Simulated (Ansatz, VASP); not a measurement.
# Cross-check of GdPtN between VASP and Ansatz, part 2 of 2

Wanted: the spread between two codes on one cell, functional and k mesh. The cell is invented: Sites of the GdPPt structure (space group 187) filled with other elements, volume scaled by an estimate. It may not be a known or stable phase.

VASP 6.6.1 and Ansatz 0.2.0.

So far: The starting structure; VASP: relaxation of cell and atoms, r2SCAN, DFT+U.

## 3. Ansatz: relaxation of cell and atoms, r2SCAN, DFT+U

Level of this step: Ansatz beside VASP: Kohn-Sham DFT, plane waves, r2SCAN, DFT+U (Ansatz).

Ansatz runs on its default PAW (the set named soft_2) files.

The same cell, functional, mesh and smearing now go to Ansatz, which takes its cutoff from its data sets.

Input file input.yaml:

```yaml
crystal:
  lattice:
    - [3.810481, 0.0, 0.0]
    - [-1.90524, 3.299973, 0.0]
    - [0.0, 0.0, 3.660382]
  atoms:
    - { symbol: Pt, position: [0.33333333, 0.66666667, 0.5] }
    - { symbol: Gd, position: [0.0, 0.0, 0.0], spin: 7.0 }
    - { symbol: "N", position: [0.66666667, 0.33333333, 0.5] }
hamiltonian:
  xc: r2scan
  pseudopotentials: { kind: paw }
  hubbard:
    sites:
      - { species: Pt, l: d, u_eff: 5.3 }
      - { species: Gd, l: f, u_eff: 4.0 }
magnetization:
  spin_polarized: true
kpoints:
  mp_grid: { grid: [7, 7, 6] }
scf:
  occupations: { method: gaussian, width: 0.05 }
relax:
  f_tol: 0.01
  max_steps: 60
  cell: { stress_tol: 0.05 }
output:
  forces: true
  stress: true
```

Command:

```sh
ansatz run input.yaml --threads 4 --pin off --max-ram 9216MiB --backend cpu --events-out ev --progress --plain --runs-dir out
```

Numbers of over 12 decimals in the logs are rounded to 6 here.

The program printed:

```text
Pt: projections on atomic orbitals take those of the free atom [Kr 4d10 4f14] 5s2 5p6 5d9 6s1, of charge +0.00 (hamiltonian.pseudopotentials.projection_atoms); the dataset's partial waves leave at most 9.1e-5 of an orbital's norm unspanned inside its sphere
Gd: projections on atomic orbitals take those of the free atom [Kr 4d10] 4f7 5s2 5p6 5d1 6s2, of charge +0.00 (hamiltonian.pseudopotentials.projection_atoms); the dataset's partial waves leave at most 2.5e-4 of an orbital's norm unspanned inside its sphere
N: projections on atomic orbitals take those of the free atom [He] 2s2 2p3, of charge +0.00 (hamiltonian.pseudopotentials.projection_atoms); the dataset's partial waves leave at most 9.3e-9 of an orbital's norm unspanned inside its sphere
Engine: ansatz 0.2.0, aarch64-unknown-linux-gnu
Pseudopotentials: kind: paw
Pseudopotential: Pt, paw, valence charge 18, recommended cutoff 500 eV (meta_gga), Pt.paw.azcp
Pseudopotential: Gd, paw, valence charge 18, recommended cutoff 500 eV (meta_gga), Gd.paw.azcp
Pseudopotential: N, paw, valence charge 5, recommended cutoff 500 eV (meta_gga), N.paw.azcp
Functional definition: r2SCAN
  parameter k0 = 0.174
  parameter k1 = 0.065
  parameter a1 = 4.9479
  exchange = r2scan_x(k0 = k0, k1 = k1, a1 = a1)
  correlation = r2scan_c
Crystal: 3 atoms, lattice volume = 46.027 Å³
Basis set: ecut = 500 eV, 1147 PW (Γ), exchange–correlation on 120×120×108 points (64 copies of the dense FFT grid, shifted against one another)
Bands: 29, of which v1, the nominal top of the filled ones, is band 21 counted from 1 (20 counted from 0)
Symmetry: 12 space group operations
Space group: P-6m2 (ITA 187), of the structure as read, at distance tolerance 3.6e-5 Å
Magnetic group: BNS 187.209 (UNI 1439), of the structure as read, at distance tolerance 3.6e-5 Å
k-points: 32 of 294 (time reversal used)
Non-local potential: Pt, projectors of the file, l = 0: 3, l = 1: 2, l = 2: 2, l = 3: 1
Non-local potential: Gd, projectors of the file, l = 0: 3, l = 1: 2, l = 2: 2, l = 3: 3
Non-local potential: N, projectors of the file, l = 0: 2, l = 1: 2, l = 2: 1
PAW form: soft (Blöchl's): semilocal exchange-correlation on the pseudo side does not see the compensation charge
PAW frozen core: Pt, regenerated for the run's functional (the file was generated under x = pbe(κ = 0.804, μ = 0.219515), c = pbe(β = 0.066725))
PAW frozen core: Gd, regenerated for the run's functional (the file was generated under x = pbe(κ = 0.804, μ = 0.219515), c = pbe(β = 0.066725))
PAW frozen core: N, regenerated for the run's functional (the file was generated under x = pbe(κ = 0.804, μ = 0.219515), c = pbe(β = 0.066725))
PAW one-centre angular grid: Pt, 590 points (default); XC on 160 Gauss nodes
PAW one-centre angular grid: Gd, 2702 points (default); XC on 224 Gauss nodes
PAW one-centre angular grid: N, 302 points (default); XC on 160 Gauss nodes
Initial density: superposition of atomic densities (chi_scale 0.1, normalization cell, long waves kept (reshape's long-wave potential 0.00 eV rms))
Starting moments: Σ|m| = 7 μB on 1 of 3 sites
Initial wavefunctions: pseudopotential atomic-orbital guess
Functional: x = r2scan, c = r2scan; τ floored in thin density (d = 2e-4 eV/Å³)
SCF iter   1: F=—  HF=-22266.747005 eV  |F-HF|=—  |Δ(HF+E_count)|=         —  Δρ=5.87e-2 (↑5.87e-2 ↓5.18e-2)  dr2=5.65e0  dr2_τ=7.24e-2  dr2_m=3.20e-1  M=7.072 μB ∫|m|=7.179 μB  β_m=1.00  ethr=3.10e-3  ⟨swp⟩=5.5  Hψ=6686  notcnv=0
Mixer restart at iter 1: flushing history
preconditioner: auto → Resta (q_TF=auto, 2.676 Å⁻¹)  ε∞=7.4  [insulator: Δε(μ)=0.062 eV  Ē_g=12.008 eV  σ=0.050 eV  W_gap=0.51  n_scr=20 (ndim 8)  ℏωp=30.5 eV  f_vac=0.000  D(μ)=1.16/eV (n_scr^D=8)  ε∞_Penn≈7.4]
spin=Collinear: Resta preconditioning applied to the charge; magnetization (m = ρ↑ − ρ↓) channel mixes plain (no charge-response kernel on spin).
SCF iter   2: F=—  HF=-22265.918842 eV  |F-HF|=—  |Δ(HF+E_count)|=   8.28e-1  Δρ=2.36e-2 (↑2.21e-2 ↓2.36e-2)  dr2=7.12e-1  dr2_τ=2.42e-2  dr2_m=1.55e-2  M=7.117 μB ∫|m|=7.237 μB  β_m=1.00  ethr=3.10e-3  ⟨swp⟩=2.3  Hψ=3663  notcnv=0  defer=87  κ⁻¹=1.0e0(r=1)
preconditioner: auto → Kerker (q_TF=auto, 2.676 Å⁻¹)  [metal: Δε(μ)=0.004 eV  Ē_g=12.217 eV  σ=0.050 eV  W_gap=0.05  n_scr=20 (ndim 8)  ℏωp=30.5 eV  f_vac=0.000  D(μ)=2.26/eV (n_scr^D=20)]
spin=Collinear: Kerker preconditioning applied to the charge; magnetization (m = ρ↑ − ρ↓) channel mixes plain (no charge-response kernel on spin).
SCF iter   3: F=—  HF=-22266.084771 eV  |F-HF|=—  |Δ(HF+E_count)|=   1.66e-1  Δρ=1.27e-2 (↑1.21e-2 ↓1.27e-2)  dr2=1.05e-1  dr2_τ=2.31e-3  dr2_m=1.02e-3  M=7.126 μB ∫|m|=7.313 μB  β_m=1.00  ethr=1.74e-3  ⟨swp⟩=2.1  Hψ=2751  notcnv=0  defer=86  κ⁻¹=2.7e-2(r=2)
SCF iter   4: F=—  HF=-22266.335360 eV  |F-HF|=—  |Δ(HF+E_count)|=   2.51e-1  Δρ=8.83e-3 (↑7.94e-3 ↓8.83e-3)  dr2=5.49e-2  dr2_τ=8.69e-4  dr2_m=2.72e-4  M=7.132 μB ∫|m|=7.365 μB  β_m=1.00  ethr=2.56e-4  ⟨swp⟩=2.3  Hψ=3437  notcnv=0  defer=84  κ⁻¹=2.9e-3(r=3)
[...]
SCF iter   6: F=-22266.728284 eV  HF=-22266.729796 eV  |F-HF|=1.51e-3  |Δ(HF+E_count)|=         —  Δρ=1.51e-3 (↑1.51e-3 ↓1.13e-3)  dr2=2.75e-3  dr2_τ=3.25e-5  dr2_m=5.06e-5  M=7.094 μB ∫|m|=7.410 μB  β_m=1.00  ethr=3.42e-5  ⟨swp⟩=2.0  Hψ=3505  notcnv=0  defer=89
Mixer restart at iter 6: flushing history
SCF iter   7: F=-22266.728786 eV  HF=-22266.729477 eV  |F-HF|=6.91e-4  |Δ(HF+E_count)|=   3.19e-4  Δρ=1.06e-3 (↑1.06e-3 ↓9.40e-4)  dr2=1.80e-3  dr2_τ=1.33e-5  dr2_m=4.94e-6  M=7.093 μB ∫|m|=7.412 μB  β_m=1.00  ethr=6.70e-6  ⟨swp⟩=2.0  Hψ=2465  notcnv=0  defer=89  κ⁻¹=1.0e0(r=1)
SCF iter   8: F=-22266.729220 eV  HF=-22266.729280 eV  |F-HF|=6.00e-5  |Δ(HF+E_count)|=   1.97e-4  Δρ=4.14e-4 (↑2.89e-4 ↓4.14e-4)  dr2=2.59e-4  dr2_τ=4.59e-6  dr2_m=5.59e-6  M=7.092 μB ∫|m|=7.418 μB  β_m=1.00  ethr=4.38e-6  ⟨swp⟩=2.2  Hψ=3320  notcnv=0  defer=89  κ⁻¹=5.5e-2(r=2)
SCF iter   9: F=-22266.729362 eV  HF=-22266.729326 eV  |F-HF|=3.55e-5  |Δ(HF+E_count)|=   4.67e-5  Δρ=1.83e-4 (↑1.83e-4 ↓1.57e-4)  dr2=3.98e-5  dr2_τ=7.55e-7  dr2_m=4.79e-7  M=7.092 μB ∫|m|=7.419 μB  β_m=1.00  ethr=6.31e-7  ⟨swp⟩=2.0  Hψ=2879  notcnv=0  defer=89  κ⁻¹=3.8e-3(r=3)
SCF iter  10: F=-22266.729367 eV  HF=-22266.729349 eV  |F-HF|=1.82e-5  |Δ(HF+E_count)|=   2.26e-5  Δρ=1.29e-4 (↑1.29e-4 ↓1.25e-4)  dr2=2.31e-5  dr2_τ=3.40e-7  dr2_m=3.86e-8  M=7.092 μB ∫|m|=7.419 μB  β_m=1.00  ethr=9.70e-8  ⟨swp⟩=1.5  Hψ=1888  notcnv=0  defer=89  κ⁻¹=2.0e-3(r=4)
SCF iter  11: F=-22266.729370 eV  HF=-22266.729370 eV  |F-HF|=1.20e-7  |Δ(HF+E_count)|=   2.05e-5  Δρ=4.89e-5 (↑3.67e-5 ↓4.89e-5)  dr2=3.79e-6  dr2_τ=4.21e-8  dr2_m=7.89e-8  M=7.091 μB ∫|m|=7.418 μB  β_m=1.00  ethr=5.63e-8  ⟨swp⟩=2.0  Hψ=2784  notcnv=0  defer=89  κ⁻¹=3.9e-4(r=5)
SCF iter  12: F=-22266.729371 eV  HF=-22266.729370 eV  |F-HF|=5.04e-7  |Δ(HF+E_count)|=   4.43e-7  Δρ=1.80e-5 (↑1.72e-5 ↓1.80e-5)  dr2=7.28e-7  dr2_τ=1.18e-8  dr2_m=2.76e-9  M=7.091 μB ∫|m|=7.418 μB  β_m=1.00  ethr=9.24e-9  ⟨swp⟩=2.3  Hψ=2851  notcnv=0  defer=89  κ⁻¹=2.1e-4(r=6)
SCF iter  13: F=-22266.729371 eV  HF=-22266.729370 eV  |F-HF|=5.12e-7  |Δ(HF+E_count)|=   2.35e-7  Δρ=1.39e-5 (↑1.17e-5 ↓1.39e-5)  dr2=2.08e-7  dr2_τ=5.79e-9  dr2_m=2.11e-9  M=7.091 μB ∫|m|=7.418 μB  β_m=1.00  ethr=1.78e-9  ⟨swp⟩=2.1  Hψ=2776  notcnv=0  defer=89  κ⁻¹=2.7e-5(r=7)
SCF iter  14: F=-22266.729371 eV  HF=-22266.729371 eV  |F-HF|=8.81e-8  |Δ(HF+E_count)|=   5.67e-7  Δρ=8.11e-6 (↑8.11e-6 ↓6.86e-6)  dr2=7.08e-8  dr2_τ=1.08e-9  dr2_m=4.31e-10  M=7.091 μB ∫|m|=7.419 μB  β_m=1.00  ethr=2.44e-10  ⟨swp⟩=1.5  Hψ=5197  notcnv=0  κ⁻¹=5.3e-6(r=8)
SCF iter  15: F=-22266.729371 eV  HF=-22266.729371 eV  |F-HF|=5.58e-9  |Δ(HF+E_count)|=   1.04e-7  Δρ=3.76e-6 (↑3.76e-6 ↓2.62e-6)  dr2=1.06e-8  dr2_τ=3.42e-10  dr2_m=5.76e-10  M=7.091 μB ∫|m|=7.419 μB  ethr=1.73e-10  ⟨swp⟩=2.5  Hψ=3452  notcnv=0
SCF 1 converged in 15 iterations: F = -22266.729371 eV  dr2 = 1.06e-8
a single-point calculation of the run's input, under the relaxation's own `scf.mixing.negative_modes` where the relaxation goes by `scf.lower_state_search: light` itself or types `scf.max_iter`, was made at the relaxed geometry, from the atoms, in 15 SCF iterations in all. It converged +0.0 meV from the relaxation's final energy, with moments (-0.06, 7.07, -0.10 Bohr magnetons, atom by atom), which does not count as lower, and the relaxation's result stands. No further magnetic order was relaxed to its end, and one can end lower (see `relax.adjacent_minimum`). Of the state that the single point found these notices stand: [rest of the remark cut]
SCF converged after 10 iterations
Stability not checked: this state was not tested for a lower state beside it, because the mixer in use, unlike msr1, does not test its closes by its own steps (another_mixer; see scf.mixing.algorithm and scf.lower_state_search)
Magnetization: 7.0914 μB (24.0457 up, 16.9543 down)
Absolute magnetization: 7.4193 μB (∫|ρ↑−ρ↓|, with the PAW one-centre terms)
Spin contamination: 0.0483 ħ² per cell (⟨S²⟩ above its minimum at these occupations)
Per-site moments (μB) at R_I (Å): [(-0.061438, 0.941992), (7.072674, 1.197705), (-0.097106, 0.941992)]
Free energy (F): -22266.729371 eV
Harris-Foulkes:  -22266.729371 eV  (|F-HF|=7.28e-12)
Internal energy: -22266.727918 eV  (E = F + TS)
E sigma→0 (E₀):  -22266.728645 eV
Entropy (-TS):   -0.001453 eV (-0.484 meV/atom)
Fermi energy:    16.859828 eV
--- Per-component energies (eV) ---
  E_band       = -197.536257
  E_kinetic    = 1174.293047
  E_local      = -3767.421300  (includes V_loc(G=0)·N_el)
  E_nonlocal   = 533.428452
  E_hartree    = 1487.456506
  E_xc         = -536.948666
  E_vxc        = -707.690537  (∫ρ·V_xc dr)
  E_hubbard    = 2.218402  (on-site DFT+U / exact-exchange correction)
  E_vhub       = -33.768733  (the Hubbard potential's part of the band-sum identity)
  E_paw        = -16077.213134  (= ΣΔE_a)
  E_vpaw       = -413.472514  (= ΣTr[D̂ρ^β])
  E_aug_tail   = 0.000169  (compensation charges beyond the density's cutoff)
  E_vtau       = 42.182223  (kinetic-family band-sum trace: ∫τ·v_τ [+ j·A + Jᵃ·Aᵃ] dr)
  E_ewald      = -5082.619660
  E_core_change = 0.078266  (= ΣΔE_core)
  E_smearing   = -0.001453  (= −TS)
  E_closure    = 0.000000  (closes the sum)
  Σ components = -22266.729371   (vs F -22266.729371, Δ=0.00e0)
--- Forces (eV/Å), atoms counted from 1 ---
  atom   1  Pt     0.00000000    -0.00000000     0.00000000
  atom   2  Gd    -0.00000000     0.00000000     0.00000000
  atom   3  N     -0.00000000     0.00000000     0.00000000
  max |Σ_I F_I| component: 3.70e-17 eV/Å
--- Stress (GPa, compression-positive) ---
        0.033295      -0.000000       0.000000
       -0.000000       0.033295       0.000000
        0.000000       0.000000      -0.021091
  P = ⅓ Tr σ = 0.0152 GPa (0.152 kbar)
--- Relaxed structure (5 steps of the walk, 5 accepted, 1 SCFs on fresh bases) ---
  F+E_penalty+E_count = -22266.72937096 eV   max|allowed force component| = 1.604e-16 eV/Å   (the final SCF, on the basis selected at the relaxed cell)
  cell:  # Å, volume = 48.5911 Å³
    - [3.955341, -2.996494789238175e-7, 0.0]
    - [-1.977670, 3.425426, 0.0]
    - [0.0, 0.0, 3.586399]
  atoms:
    - { symbol: Pt, position: [0.333333, 0.666667, 0.5] }
    - { symbol: Gd, position: [0, 0, 0.0] }
    - { symbol: N, position: [0.666667, 0.333333, 0.5] }
```

It took 58 s on 4 threads of Arm Neoverse V1, shared host; peak memory 0.67 GiB.

## 4. Side by side

Known differences besides the PAW data sets themselves: U acts on the PAW sphere in VASP and on atomic orbitals in Ansatz, so only states and trends compare; VASP keeps PBE cores, Ansatz makes them for the functional; both relaxations stop at a tolerance, which leaves soft axes loose, and VASP keeps its plane-wave basis; the data sets hold 41 valence electrons in Ansatz (default PAW (the set named soft_2) files) and 33 in VASP; the cutoff is 500 eV in Ansatz and 520 eV in VASP; Ansatz adds a Pulay correction to the stress that steers its cell, VASP none; site moments are counted in spheres of each program's own size. Total energies have different zeros and are not compared.

Compared:

```csv
quantity,Ansatz,VASP,difference
volume (Å³),48.59,46.05,+5.52 %
"edge a after relaxation, in the typed setting (Å)",3.955,3.876,+2.05 %
"edge c after relaxation, in the typed setting (Å)",3.586,3.540,+1.32 %
total moment (μB),7.09,7.10,0.00
moment on Gd2 (μB),7.07,6.86,+0.22
moment on N3 (μB),-0.10,-0.08,-0.02
moment on Pt1 (μB),-0.06,-0.04,-0.02
```

The walks stopped with 0.02 GPa left in Ansatz and -0.09 GPa in VASP; each walk ends within a tolerance, so the volume difference is uncertain by about these residues over the bulk modulus, most in soft cells.

## 5. Summary of results

```yaml
difference_in_moment_on_gd2_relaxation_of_cell_and_atoms_r2scan_dft_u: 0.22 μB
difference_in_volume_relaxation_of_cell_and_atoms_r2scan_dft_u: +5.5 %
```

The difference in moment on Gd2 is 0.22 μB (relaxation of cell and atoms, r2SCAN, DFT+U). Among the rows given in per cent, the largest difference of the relaxation of cell and atoms, r2SCAN, DFT+U pair is in volume, +5.5 %. How closely two codes agree says nothing of how well the functional describes the real material.

[Lines on the potential files, build, host, timing and source positions are cut from VASP's logs without a mark.]

[Logs are printed without paths, hosts, clocks, repeated set-up lines and the standing remarks that a program may print on its own settings, such as how far it seeks lower states.]

[Hosts, paths, dates, database ids (printed as entryN), source tags and the programs' standing remarks are cut or masked in the printed files.]
